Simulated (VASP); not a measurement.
Level of theory: r2SCAN meta-GGA, VASP's PBE PAW potentials (set 64) (plane waves; VASP 6.6.1).

VASP input:

**POSCAR**
```
Ta(110) slab
1
    2.8624742165    -0.0000000000     0.0000000000
   -0.9541580722     2.6987666978     0.0000000000
   -0.0000000000     0.0000000000    24.3728939715
Ta
4
Direct
  0.7500000000   0.2500000000   0.3561600000
  0.2500000000   0.7500000000   0.4520530000
  0.7500000000   0.2500000000   0.5479470000
  0.2500000000   0.7500000000   0.6438400000
```

File KPOINTS:
```
Automatic mesh
0
Gamma
10 10 1
0 0 0
```

**INCAR**
```
ALGO  =  Normal
DIPOL  =  0.5 0.5 0.5
EDIFF  =  1E-5
EDIFFG  =  -0.03
ENCUT  =  400
IBRION  =  2
IDIPOL  =  3
ISIF  =  2
ISMEAR  =  1
LASPH  =  .TRUE.
LCHARG  =  .FALSE.
LDIPOL  =  .TRUE.
LMAXMIX  =  6
LMIXTAU  =  .TRUE.
LREAL  =  .FALSE.
LWAVE  =  .TRUE.
METAGGA  =  R2SCAN
NELM  =  100
NELMIN  =  4
NSW  =  50
PREC  =  Normal
SIGMA  =  0.1
SYSTEM  =  Ta(110) slab
```

POTCAR, in this order: Ta_pv (PBE.64 set). Program: vasp_std.

Output

### OSZICAR
```
...
DAV:   8    -0.191821977988E+03    0.62536E-02   -0.23830E-03  1660   0.339E-01    0.323E-02
DAV:   9    -0.191823355836E+03   -0.13778E-02   -0.46652E-04  1760   0.181E-01    0.154E-02
DAV:  10    -0.191824783875E+03   -0.14280E-02   -0.20330E-04  1504   0.990E-02    0.994E-03
DAV:  11    -0.191823352492E+03    0.14314E-02   -0.51580E-04  1470   0.159E-01    0.393E-03
DAV:  12    -0.191822899481E+03    0.45301E-03   -0.12575E-04  1448   0.823E-02    0.355E-03
DAV:  13    -0.191823148771E+03   -0.24929E-03   -0.16104E-04  1376   0.819E-02    0.583E-03
DAV:  14    -0.191822966875E+03    0.18190E-03   -0.18646E-04  1374   0.890E-02    0.547E-03
DAV:  15    -0.191822971968E+03   -0.50930E-05   -0.39063E-05  1370   0.395E-02
   3 F= -.19182297E+03 E0= -.19182220E+03  d E =0.126212E-01
       N       E                     dE             d eps       ncg     rms          rms(c)
DAV:   1    -0.191597099585E+03    0.22587E+00   -0.31442E+01  1628   0.446E+01    0.111E+00
DAV:   2    -0.191929900758E+03   -0.33280E+00   -0.19805E+00  1678   0.117E+01    0.584E-01
DAV:   3    -0.191895015220E+03    0.34886E-01   -0.17693E-01  1964   0.266E+00    0.472E-01
DAV:   4    -0.191877195605E+03    0.17820E-01   -0.80099E-02  2088   0.216E+00    0.288E-01
DAV:   5    -0.191880087528E+03   -0.28919E-02   -0.11359E-02  1918   0.817E-01    0.154E-01
DAV:   6    -0.191880695482E+03   -0.60795E-03   -0.32900E-03  1762   0.308E-01    0.591E-02
DAV:   7    -0.191880628234E+03    0.67248E-04   -0.22137E-03  1660   0.333E-01    0.271E-02
DAV:   8    -0.191881686309E+03   -0.10581E-02   -0.74494E-04  1642   0.166E-01    0.196E-02
DAV:   9    -0.191881691956E+03   -0.56471E-05   -0.11603E-04  1578   0.721E-02    0.115E-02
DAV:  10    -0.191881696336E+03   -0.43793E-05   -0.39280E-05  1566   0.392E-02
   4 F= -.19188170E+03 E0= -.19188248E+03  d E =-.461032E-01
       N       E                     dE             d eps       ncg     rms          rms(c)
DAV:   1    -0.191880966480E+03    0.72548E-03   -0.14110E-01  1616   0.296E+00    0.689E-02
DAV:   2    -0.191882172045E+03   -0.12056E-02   -0.92155E-03  1624   0.785E-01    0.391E-02
DAV:   3    -0.191882338320E+03   -0.16627E-03   -0.73992E-04  1822   0.185E-01    0.228E-02
DAV:   4    -0.191882189376E+03    0.14894E-03   -0.24512E-04  1490   0.119E-01    0.150E-02
DAV:   5    -0.191882173550E+03    0.15827E-04   -0.84462E-05  1502   0.635E-02    0.852E-03
DAV:   6    -0.191882301278E+03   -0.12773E-03   -0.31916E-05  1292   0.384E-02    0.291E-03
DAV:   7    -0.191882252025E+03    0.49252E-04   -0.12279E-05  1118   0.261E-02    0.164E-03
DAV:   8    -0.191882323644E+03   -0.71618E-04   -0.94341E-06  1054   0.208E-02    0.955E-04
DAV:   9    -0.191882345273E+03   -0.21629E-04   -0.22554E-06   902   0.113E-02    0.677E-04
DAV:  10    -0.191882362464E+03   -0.17191E-04   -0.14621E-06   864   0.907E-03    0.601E-04
DAV:  11    -0.191882379000E+03   -0.16536E-04   -0.95559E-07   832   0.773E-03    0.645E-04
DAV:  12    -0.191882370422E+03    0.85776E-05   -0.57508E-07   814   0.579E-03
   5 F= -.19188237E+03 E0= -.19188318E+03  d E =-.467773E-01
       N       E                     dE             d eps       ncg     rms          rms(c)
DAV:   1    -0.191870110857E+03    0.12268E-01   -0.21951E+00  1612   0.117E+01    0.273E-01
DAV:   2    -0.191877429338E+03   -0.73185E-02   -0.15725E-01  1612   0.335E+00    0.190E-01
DAV:   3    -0.191883590035E+03   -0.61607E-02   -0.19570E-02  2070   0.110E+00    0.137E-01
DAV:   4    -0.191886131345E+03   -0.25413E-02   -0.46321E-03  1984   0.421E-01    0.759E-02
DAV:   5    -0.191887339705E+03   -0.12084E-02   -0.70387E-04  1856   0.166E-01    0.361E-02
DAV:   6    -0.191888338999E+03   -0.99929E-03   -0.73887E-04  1634   0.139E-01    0.148E-02
DAV:   7    -0.191888678744E+03   -0.33974E-03   -0.18318E-04  1596   0.907E-02    0.943E-03
DAV:   8    -0.191888837829E+03   -0.15908E-03   -0.79342E-05  1384   0.641E-02    0.486E-03
DAV:   9    -0.191888906022E+03   -0.68193E-04   -0.50020E-05  1398   0.540E-02    0.240E-03
DAV:  10    -0.191888896570E+03    0.94527E-05   -0.24778E-05  1160   0.477E-02
   6 F= -.19188890E+03 E0= -.19188974E+03  d E =-.652615E-02
       N       E                     dE             d eps       ncg     rms          rms(c)
DAV:   1    -0.191738687695E+03    0.15022E+00   -0.19800E+01  1612   0.353E+01    0.872E-01
DAV:   2    -0.191864530089E+03   -0.12584E+00   -0.14746E+00  1612   0.104E+01    0.669E-01
DAV:   3    -0.191877929125E+03   -0.13399E-01   -0.24941E-01  2080   0.364E+00    0.453E-01
DAV:   4    -0.191888319986E+03   -0.10391E-01   -0.42375E-02  1958   0.126E+00    0.230E-01
DAV:   5    -0.191890429883E+03   -0.21099E-02   -0.54019E-03  1860   0.396E-01    0.109E-01
DAV:   6    -0.191895095114E+03   -0.46652E-02   -0.51830E-03  1624   0.359E-01    0.408E-02
DAV:   7    -0.191896263464E+03   -0.11684E-02   -0.10391E-03  1696   0.200E-01    0.259E-02
DAV:   8    -0.191896323396E+03   -0.59932E-04   -0.34967E-04  1812   0.125E-01    0.122E-02
DAV:   9    -0.191895839670E+03    0.48373E-03   -0.30585E-04  1668   0.118E-01    0.587E-03
DAV:  10    -0.191896252726E+03   -0.41306E-03   -0.10558E-04  1388   0.816E-02    0.359E-03
DAV:  11    -0.191896515382E+03   -0.26266E-03   -0.55451E-05  1346   0.571E-02    0.302E-03
DAV:  12    -0.191896479772E+03    0.35610E-04   -0.33370E-05  1254   0.501E-02    0.223E-03
DAV:  13    -0.191896718885E+03   -0.23911E-03   -0.55299E-05  1326   0.559E-02    0.141E-03
DAV:  14    -0.191896827532E+03   -0.10865E-03   -0.17989E-05  1172   0.287E-02    0.126E-03
DAV:  15    -0.191896880022E+03   -0.52490E-04   -0.17817E-05  1150   0.322E-02    0.100E-03
DAV:  16    -0.191896934178E+03   -0.54156E-04   -0.53929E-06   994   0.190E-02    0.661E-04
DAV:  17    -0.191896945971E+03   -0.11792E-04   -0.16686E-06   884   0.925E-03    0.441E-04
DAV:  18    -0.191896975994E+03   -0.30024E-04   -0.64753E-06  1040   0.261E-02    0.781E-04
DAV:  19    -0.191896977065E+03   -0.10709E-05   -0.29199E-06   904   0.189E-02
   7 F= -.19189698E+03 E0= -.19189755E+03  d E =-.146066E-01
       N       E                     dE             d eps       ncg     rms          rms(c)
DAV:   1    -0.191887300079E+03    0.96759E-02   -0.12013E+00  1624   0.837E+00    0.211E-01
DAV:   2    -0.191896700801E+03   -0.94007E-02   -0.74404E-02  1706   0.228E+00    0.105E-01
DAV:   3    -0.191897160750E+03   -0.45995E-03   -0.11599E-02  2086   0.743E-01    0.109E-01
DAV:   4    -0.191896187536E+03    0.97321E-03   -0.37529E-03  2036   0.467E-01    0.370E-02
DAV:   5    -0.191896514050E+03   -0.32651E-03   -0.33508E-04  1834   0.123E-01    0.216E-02
DAV:   6    -0.191896800605E+03   -0.28656E-03   -0.11282E-04  1470   0.601E-02    0.108E-02
DAV:   7    -0.191896840950E+03   -0.40345E-04   -0.49515E-05  1392   0.646E-02    0.423E-03
DAV:   8    -0.191896905497E+03   -0.64548E-04   -0.30390E-05  1246   0.411E-02    0.273E-03
DAV:   9    -0.191896957458E+03   -0.51960E-04   -0.11480E-05  1146   0.299E-02    0.137E-03
DAV:  10    -0.191896961240E+03   -0.37826E-05   -0.15349E-06   888   0.116E-02
   8 F= -.19189696E+03 E0= -.19189754E+03  d E =0.158247E-04
       N       E                     dE             d eps       ncg     rms          rms(c)
DAV:   1    -0.191895203702E+03    0.17538E-02   -0.30165E-01  1624   0.419E+00    0.106E-01
DAV:   2    -0.191897604163E+03   -0.24005E-02   -0.18941E-02  1702   0.115E+00    0.556E-02
DAV:   3    -0.191897675781E+03   -0.71618E-04   -0.31236E-03  2084   0.391E-01    0.538E-02
DAV:   4    -0.191897219519E+03    0.45626E-03   -0.97102E-04  1850   0.240E-01    0.167E-02
DAV:   5    -0.191897071099E+03    0.14842E-03   -0.27347E-04  1516   0.120E-01    0.111E-02
DAV:   6    -0.191897532170E+03   -0.46107E-03   -0.22924E-04  1368   0.113E-01    0.506E-03
DAV:   7    -0.191897606284E+03   -0.74114E-04   -0.61726E-05  1340   0.666E-02    0.236E-03
DAV:   8    -0.191897602305E+03    0.39789E-05   -0.31853E-05  1232   0.458E-02
   9 F= -.19189760E+03 E0= -.19189820E+03  d E =-.625240E-03
```

OUTCAR:
```
------------------------ aborting loop because EDIFF is reached ----------------------------------------
  FORCE on cell =-STRESS in cart. coord.  units (eV):
  Direction    XX          YY          ZZ          XY          YZ          ZX
  --------------------------------------------------------------------------------------
  Total       -2.5915004     -2.2557580      0.0229137      0.4748117      0.0000000      0.0000000
  in kB      -22.0519924    -19.1950420      0.1949807      4.0403408      0.0000000      0.0000000
  external PRESSURE =     -13.6840179 kB  Pullay stress =       0.0000000 kB
  volume of cell :      188.28
      direct lattice vectors                 reciprocal lattice vectors
     2.862474216  0.000000000  0.000000000     0.349348125  0.123513208  0.000000000
    -0.954158072  2.698766698  0.000000000     0.000000000  0.370539625  0.000000000
     0.000000000  0.000000000 24.372893972     0.000000000  0.000000000  0.041029186
 POSITION                                       TOTAL-FORCE (eV/Angst)
 -----------------------------------------------------------------------------------
      1.90832      0.67469      8.78014         0.000000      0.000000     -0.008303
     -0.00000      2.02408     11.00934        -0.000000      0.000000     -0.003119
      1.90832      0.67469     13.36355         0.000000     -0.000000      0.003119
     -0.00000      2.02408     15.59276         0.000000     -0.000000      0.008303
 -----------------------------------------------------------------------------------
    total drift:                               -0.000000      0.000000      0.000000
  FREE ENERGIE OF THE ION-ELECTRON SYSTEM (eV)
  ---------------------------------------------------
  free  energy   TOTEN  =      -191.8976023051 eV

  energy  without entropy=     -191.8993870216  energy(sigma->0) =     -191.89819721

 reached required accuracy - stopping structural energy minimisation
```
(Selected blocks of OUTCAR.)

File CONTCAR:
```
Ta(110) slab
   1.00000000000000
     2.8624742164999999    0.0000000000000000    0.0000000000000000
    -0.9541580722000000    2.6987666978000000    0.0000000000000000
     0.0000000000000000    0.0000000000000000   24.3728939715000017
  Ta
     4
Direct
     0.7500000000000000    0.2500000000000000    0.3602418516546964
     0.2500000000000000    0.7500000000000000    0.4517043446808353
     0.7500000000000000    0.2500000000000000    0.5482956553191647
     0.2500000000000000    0.7500000000000000    0.6397581483453035
```

File OUTCAR:
```
 val. band max:       -0.9217786501   @ k =   0.4000   0.2000   0.0000

 cond. band min:      -0.8912837831   @ k =   0.3000   0.2000   0.0000


 Fermi energy:        -0.8922439109

 k-point     1 :       0.0000    0.0000    0.0000
  band No.  band energies     occupation
      1     -36.4632      2.00000
      2     -36.3186      2.00000
      3     -35.7071      2.00000
      4     -35.6880      2.00000
      5     -35.6690      2.00000
      6     -35.4453      2.00000
      7     -35.4453      2.00000
      8     -35.3044      2.00000
      9     -35.2628      2.00000
     10     -35.1385      2.00000
     11     -35.1307      2.00000
     12     -35.1266      2.00000
     13      -8.7705      2.00000
     14      -7.5641      2.00000
     15      -6.1195      2.00000
     16      -5.5365      2.00000
     17      -2.4459      2.00000
     18      -2.0460      2.00000
     19      -1.3899      2.00000
     20      -1.0260      2.06755
     21      -0.9818      2.02137
     22      -0.2713     -0.00000
     23      -0.2376     -0.00000
     24      -0.1459     -0.00000
     25       0.1750     -0.00000
     26       0.5361     -0.00000

 k-point     2 :       0.1000   -0.0000    0.0000
  band No.  band energies     occupation
      1     -36.4351      2.00000
      2     -36.3110      2.00000
      3     -35.8129      2.00000
      4     -35.7436      2.00000
      5     -35.6215      2.00000
      6     -35.4916      2.00000
      7     -35.4883      2.00000
      8     -35.3688      2.00000
      9     -35.2378      2.00000
     10     -35.2112      2.00000
     11     -35.1713      2.00000
     12     -35.1372      2.00000
     13      -8.4330      2.00000
     14      -7.2439      2.00000
     15      -5.7919      2.00000
     16      -5.1964      2.00000
     17      -2.3965      2.00000
     18      -2.0283      2.00000
     19      -1.5364      2.00000
     20      -1.1273      2.00439
     21      -0.9736      1.98691
     22      -0.5186     -0.00000
...
```

Unless said otherwise, spin-orbit coupling is left out, though it shifts the bands of the heavy elements here.

The cell is a thin slab with vacuum, built from Ta (bcc): (110) face.
